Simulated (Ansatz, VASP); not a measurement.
# MgCu3SeI3 in two plane-wave programs

Wanted: the spread between two codes on one cell, functional and k mesh. The cell is generated by rule, not measured, and may not be a known phase. The cell is taken from a series of runs on this material, whose earlier steps may have relaxed, scaled, displaced or heated it; both programs get it as it stands.

Method: plane waves, with VASP 6.6.1 beside it; relaxation of cell and atoms at PBEsol, in Ansatz 0.2.0.

The structure was built from a prototype and need not be the compound's stable phase.

## (1) Set-up

It takes space group Pmm2 (No. 25, orthorhombic). Conventional cell: a = 4.217 Å, b = 4.229 Å, c = 11.834 Å, α = 90.00°, β = 90.00°, γ = 90.00°. Nearest to Cu lie 2 Se at 2.37 Å and 2 I at 2.66 Å. Nearest to Cu lie 4 I at 2.54 to 2.61 Å. Nearest to I lie 4 Cu at 2.54 to 2.66 Å. Nearest to I lie 4 Cu at 2.54 to 2.61 Å. Nearest to I lie 2 Cu at 2.61 Å and 2 Mg at 2.88 Å. Farther neighbours and most contacts between anions are not listed.

Structure file:

```xyz
8
Lattice="2.9907 2.9907 0.0000 -2.9817 2.9817 0.0000 0.0000 0.0000 11.8344" Properties=species:S:1:pos:R:3 pbc="T T T"
Cu    0.0045    2.9862    2.7765
Cu    0.0000    0.0000    5.8072
Cu    0.0045    2.9862    8.7540
I    -1.4909    1.4909    4.3855
I     1.4954    1.4954    7.3295
I    -1.4909    1.4909   10.2756
Mg    0.0000    0.0000    0.4036
Se    1.4954    1.4954    1.6884
```

## (2) VASP: relaxation of cell and atoms, PBEsol, pair 1

The relaxed volume is the usual yardstick between codes: in a stiff, nearly cubic crystal its relative difference is about their pressure difference at one cell divided by the bulk modulus.

Lines of VASP's logs that name or quote its potential files are left out, and so is its time.

Contents of INCAR:

```
SYSTEM = MgCu3SeI3
PREC = Accurate
ENCUT = 600
EDIFF = 1E-07
NELM = 120
ISMEAR = 0
SIGMA = 0.02
LREAL = .FALSE.
ALGO = Normal
GGA = PS
NBANDS = 39
LASPH = .TRUE.
LORBIT = 11
LWAVE = .FALSE.
LCHARG = .FALSE.
ISIF = 3
IBRION = 2
NSW = 80
EDIFFG = -0.005
GGA_COMPAT = .FALSE.
NELMIN = 4
EFERMI = MIDGAP
KPAR = 2
```

Contents of POSCAR:

```
MgCu3SeI3
1.0
    2.9907040000      2.9907040000      0.0000000000
   -2.9817270000      2.9817270000      0.0000000000
    0.0000000000      0.0000000000     11.8343940000
Cu I Mg Se
3 3 1 1
Direct
    0.5000000000      0.4999998323      0.2346136186
    0.0000000000      0.0000000000      0.4907073400
    0.5000000000      0.4999998323      0.7397096125
    0.0000000000      0.4999998323      0.3705763050
    0.5000000000      0.0000000000      0.6193410495
    0.0000000000      0.4999998323      0.8682792714
    0.0000000000      0.0000000000      0.0341027179
    0.5000000000      0.0000000000      0.1426700007
```

Contents of KPOINTS:

```
Automatic mesh
0
Gamma
6 6 2
0 0 0
```

Potentials, in the order of the species: Cu, I, Mg and Se (PBE family, release 64).

The run is started by

```bash
mpirun -np 2 vasp_std
```

Numbers of over 12 decimals in the logs are rounded to 6 here.

The program printed:

```text
[banner, memory and clock lines left out]
running    2 mpi-ranks, on    1 nodes
 distrk:  each k-point on    1 cores,    2 groups
 distr:  one band on    1 cores,    1 groups

 POSCAR found type information on POSCAR CuI MgSe
 POSCAR found :  4 types and       8 ions
|                                                                             |
|               ----> ADVICE to this user running VASP <----                  |
|                                                                             |
|     You enforced a specific xc type in the INCAR file but a different       |
|     [... a line on the potential file left out ...]
|     I HOPE YOU KNOW WHAT YOU ARE DOING!                                     |
|                                                                             |

 LDA part: xc-table for (Slater+PW92), standard interpolation
 POSCAR, INCAR and KPOINTS ok, starting setup
 FFT: planning ... GRIDC
 FFT: planning ... GRID_SOFT
 FFT: planning ... GRID
 WAVECAR not read
 entering main loop
       N       E                     dE             d eps       ncg     rms          rms(c)
DAV:   1     0.546676923852E+03    0.54668E+03   -0.26719E+04  2496   0.181E+03
DAV:   2     0.469664188775E+02   -0.49971E+03   -0.48223E+03  2510   0.385E+02
DAV:   3    -0.234969700162E+02   -0.70463E+02   -0.68219E+02  3490   0.167E+02
DAV:   4    -0.282267479987E+02   -0.47298E+01   -0.47076E+01  3857   0.428E+01
DAV:   5    -0.283083710135E+02   -0.81623E-01   -0.81583E-01  3761   0.609E+00    0.113E+01
DAV:   6    -0.275725760494E+02    0.73579E+00   -0.24026E+01  3874   0.840E+01    0.770E+00
DAV:   7    -0.266169537514E+02    0.95562E+00   -0.61405E+00  3425   0.610E+01    0.394E+00
DAV:   8    -0.266804311207E+02   -0.63477E-01   -0.13302E+00  4025   0.133E+01    0.214E+00
DAV:   9    -0.266240391015E+02    0.56392E-01   -0.35087E-01  3849   0.110E+01    0.126E+00
DAV:  10    -0.266247540905E+02   -0.71499E-03   -0.30423E-02  4000   0.394E+00    0.932E-01
DAV:  11    -0.266228351101E+02    0.19190E-02   -0.81791E-03  3947   0.208E+00    0.545E-01
DAV:  12    -0.266214884142E+02    0.13467E-02   -0.75104E-03  3940   0.197E+00    0.168E-01
DAV:  13    -0.266216276643E+02   -0.13925E-03   -0.15231E-03  3818   0.398E-01    0.105E-01
DAV:  14    -0.266215889267E+02    0.38738E-04   -0.33796E-04  4177   0.350E-01    0.406E-02
DAV:  15    -0.266216105714E+02   -0.21645E-04   -0.20397E-04  4001   0.267E-01    0.416E-02
DAV:  16    -0.266216060016E+02    0.45698E-05   -0.31993E-05  3917   0.130E-01    0.374E-02
DAV:  17    -0.266216013916E+02    0.46100E-05   -0.14245E-05  4163   0.575E-02    0.179E-02
DAV:  18    -0.266216009893E+02    0.40226E-06   -0.66177E-06  4013   0.394E-02    0.418E-03
DAV:  19    -0.266216010589E+02   -0.69578E-07   -0.10547E-06  3624   0.149E-02    0.267E-03
DAV:  20    -0.266216010210E+02    0.37928E-07   -0.21899E-07  2250   0.101E-02
   1 F= -.26621601E+02 E0= -.26621601E+02  d E =-.266216E+02
[... from here on, the cycles between the ionic steps are left out ...]
   2 F= -.26622062E+02 E0= -.26622062E+02  d E =-.461133E-03
   6 F= -.26622016E+02 E0= -.26622016E+02  d E =-.414829E-03
   7 F= -.26622030E+02 E0= -.26622030E+02  d E =-.428583E-03
   8 F= -.26622082E+02 E0= -.26622082E+02  d E =-.527459E-04
   9 F= -.26622156E+02 E0= -.26622156E+02  d E =-.126496E-03
  10 F= -.26622156E+02 E0= -.26622156E+02  d E =-.126870E-03
  11 F= -.26622178E+02 E0= -.26622178E+02  d E =-.216998E-04
  12 F= -.26622112E+02 E0= -.26622112E+02  d E =0.443805E-04
  13 F= -.26622176E+02 E0= -.26622176E+02  d E =-.193212E-04
  14 F= -.26622179E+02 E0= -.26622179E+02  d E =-.224416E-04
 curvature:  -0.68 expect dE=-0.117E-04 dE for cont linesearch -0.248E-07
 trial: gam= 0.79009 g(F)=  0.797E-05 g(S)=  0.919E-05 ort =-0.103E-05 (trialstep = 0.149E+01)
 search vector abs. value=  0.339E-04
 bond charge predicted
       N       E                     dE             d eps       ncg     rms          rms(c)
DAV:   1    -0.266222111021E+02   -0.32110E-04   -0.13522E-02  3238   0.650E-01    0.476E-02
DAV:   2    -0.266222110931E+02    0.89858E-08   -0.56251E-04  3889   0.378E-01    0.212E-02
DAV:   3    -0.266222013910E+02    0.97021E-05   -0.93456E-05  3599   0.203E-01    0.125E-02
DAV:   4    -0.266221991860E+02    0.22050E-05   -0.82491E-06  3967   0.403E-02    0.674E-03
DAV:   5    -0.266221984592E+02    0.72686E-06   -0.24943E-06  3550   0.365E-02    0.281E-03
DAV:   6    -0.266221983769E+02    0.82315E-07   -0.76838E-07  2600   0.273E-02
  15 F= -.26622198E+02 E0= -.26622198E+02  d E =-.194617E-04
 trial-energy change:   -0.000019  1 .order   -0.000018   -0.000024   -0.000011
 step:   2.0988(harm=  2.7561)  dis= 0.00154  next Energy=   -26.622201 (dE=-0.219E-04)
 reached required accuracy - stopping structural energy minimisation
```

From OUTCAR (step 2):

```text
ion  position               nearest neighbor table
   1  0.500  0.500  0.235-   8 2.37   8 2.37   4 2.66   4 2.66
   2  0.000  0.000  0.491-   4 2.54   4 2.54   5 2.61   5 2.61
   3  0.500  0.500  0.740-   5 2.54   5 2.54   6 2.61   6 2.61
   4  0.000  0.500  0.371-   2 2.54   2 2.54   1 2.66   1 2.66
   5  0.500  0.000  0.619-   3 2.54   3 2.54   2 2.61   2 2.61
   6  0.000  0.500  0.868-   3 2.61   3 2.61   7 2.88   7 2.88
   7  0.000  0.000  0.034-   8 2.47   8 2.47   6 2.88   6 2.88
   8  0.500  0.000  0.143-   1 2.37   1 2.37   7 2.47   7 2.47

  LATTYP: Found a simple orthorhombic cell.
 ALAT       =     4.2167987627
 B/A-ratio  =     1.0030106713
 C/A-ratio  =     2.8064877330

 Subroutine GETGRP returns: Found  4 space group operations
 (whereof  4 operations were pure point group operations)

The static configuration has the point symmetry C_2v.

 Found     32 irreducible k-points:

   k-points           NKPTS =     32   k-points in BZ     NKDIM =     32   number of bands    NBANDS=     39

   dimension x,y,z NGX =    36 NGY =   36 NGZ =   96
   dimension x,y,z NGXF=    72 NGYF=   72 NGZF=  192

   ENCUT  =  600.0 eV  44.10 Ry    6.64 a.u.   8.45  8.42 23.64*2*pi/ulx,y,z

   NELECT =      62.0000    total number of electrons

 k-points in reciprocal lattice and weights: Automatic mesh
   0.00000000  0.00000000  0.00000000       0.014
   0.16666667  0.00000000  0.00000000       0.028
   0.33333333  0.00000000  0.00000000       0.028
   0.50000000  0.00000000  0.00000000       0.014
   0.00000000  0.16666667  0.00000000       0.028
   0.16666667  0.16666667  0.00000000       0.056
   0.33333333  0.16666667  0.00000000       0.056
   0.50000000  0.16666667  0.00000000       0.028
   0.00000000  0.33333333  0.00000000       0.028
[...]
0.33333333  0.50000000  0.50000000       0.028
   0.50000000  0.50000000  0.50000000       0.014

 average (electrostatic) potential at core
       1 -65.5484       2 -65.9086       3 -66.3756       4 -92.0385       5 -92.5559
       6 -92.8423       7 -37.6518       8 -53.4792

 E-fermi :   4.7747

 k-point     1 :       0.0000    0.0000    0.0000
  band No.  band energies     occupation
    ...
     27       3.2633      2.00000
     28       3.4623      2.00000
     29       4.1153      2.00000
     30       4.2368      2.00000
     31       4.3735      2.00000
     32       5.1759      0.00000
     33       6.3368      0.00000
     34       6.8226      0.00000
     35       7.1935      0.00000
     36       7.4787      0.00000
    ...

 k-point     2 :       0.1667    0.0000    0.0000
  band No.  band energies     occupation
    ...
     27       3.2013      2.00000
     28       3.4972      2.00000
     29       3.7172      2.00000
     30       4.0776      2.00000
     31       4.3033      2.00000
     32       5.9954      0.00000
     33       6.6666      0.00000
     34       7.1365      0.00000
     35       7.4142      0.00000
     36       7.8047      0.00000
    ...

 k-point     3 :       0.3333    0.0000    0.0000
  band No.  band energies     occupation
    ...
     27       3.1085      2.00000
     28       3.5765      2.00000
     29       3.5812      2.00000
     30       3.9478      2.00000
     31       4.1146      2.00000
     32       6.5116      0.00000
     33       6.7279      0.00000
     34       7.0833      0.00000
     35       7.3648      0.00000
     36       8.7029      0.00000
    ...

  Total        0.0010683      0.0010683     -0.0025954      0.0129643      0.0000000      0.0000000
  in kB        0.0080840      0.0080840     -0.0196392      0.0980993      0.0000000      0.0000000
  external PRESSURE =      -0.0011571 kB  Pullay stress =       0.0000000 kB

  energy-cutoff  :      600.00
  volume of cell :      211.74
      direct lattice vectors                 reciprocal lattice vectors
     2.997186039  2.997186039  0.000000000     0.166823145  0.166823145  0.000000000
    -2.982962451  2.982962451  0.000000000    -0.167618603  0.167618603  0.000000000
     0.000000000  0.000000000 11.841353676     0.000000000  0.000000000  0.084449804

 POSITION                                       TOTAL-FORCE (eV/Angst)
 -----------------------------------------------------------------------------------
      0.00711      2.99007      2.77754         0.000000      0.000000     -0.003718
      0.00000      0.00000      5.81286         0.000000      0.000000      0.001480
      0.00711      2.99007      8.76338         0.000000      0.000000      0.002961
     -1.49148      1.49148      4.38899         0.000000      0.000000     -0.001656
      1.49859      1.49859      7.33307         0.000000      0.000000      0.004280
     -1.49148      1.49148     10.28422         0.000000      0.000000     -0.001942
      0.00000      0.00000      0.40236         0.000000      0.000000     -0.003255
      1.49859      1.49859      1.68231         0.000000      0.000000      0.001850
 -----------------------------------------------------------------------------------
    total drift:                               -0.000762      0.000762     -0.003218

  FREE ENERGIE OF THE ION-ELECTRON SYSTEM (eV)
  ---------------------------------------------------
  free  energy   TOTEN  =       -26.6221983769 eV

  energy  without entropy=      -26.6221983769  energy(sigma->0) =      -26.62219838

 reached required accuracy - stopping structural energy minimisation

 total charge
# of ion       s       p       d       tot
------------------------------------------
    1        0.360   0.305   9.300   9.965
    2        0.352   0.299   9.320   9.972
    3        0.350   0.296   9.323   9.968
    4        1.492   2.755   0.058   4.306
    5        1.490   2.755   0.063   4.308
    6        1.495   2.792   0.038   4.325
    7        0.179   0.133   0.030   0.342
    8        1.428   2.455   0.038   3.921
--------------------------------------------------
tot          7.147  11.789  28.169  47.106

[... 3 further parts left out ...]
```

CONTCAR:

```
MgCu3SeI3
   1.00000000000000
     2.9971860385116815    2.9971860385116815    0.0000000000000000
    -2.9829624505761796    2.9829624505761796    0.0000000000000000
     0.0000000000000000    0.0000000000000000   11.8413536755573094
  Cu              I               Mg              Se
     3     3     1     1
Direct
     0.5000000000000000    0.4999998322999986    0.2345626036458992
     0.0000000000000000    0.0000000000000000    0.4908950817330733
     0.5000000000000000    0.4999998322999986    0.7400653631908778
     0.0000000000000000    0.4999998322999986    0.3706495530264420
     0.5000000000000000    0.0000000000000000    0.6192763003709734
     0.0000000000000000    0.4999998322999986    0.8685006847466202
     0.0000000000000000    0.0000000000000000    0.0339795578131544
     0.5000000000000000    0.0000000000000000    0.1420707710729599
```

This run has no spin polarisation, so a moment on Cu, if there is one, isn't seen. The run keeps the 4 symmetry operations of its start, so it cannot find a distortion of lower symmetry.

[end of part 1 of 2]

[Lines on the potential files, build, host, timing and source positions are cut from VASP's logs without a mark.]

[Logs are printed without paths, hosts, clocks, repeated set-up lines and the standing remarks that a program may print on its own settings, such as how far it seeks lower states.]

[Hosts, paths, dates, database ids (printed as entryN), source tags and the programs' standing remarks are cut or masked in the printed files.]
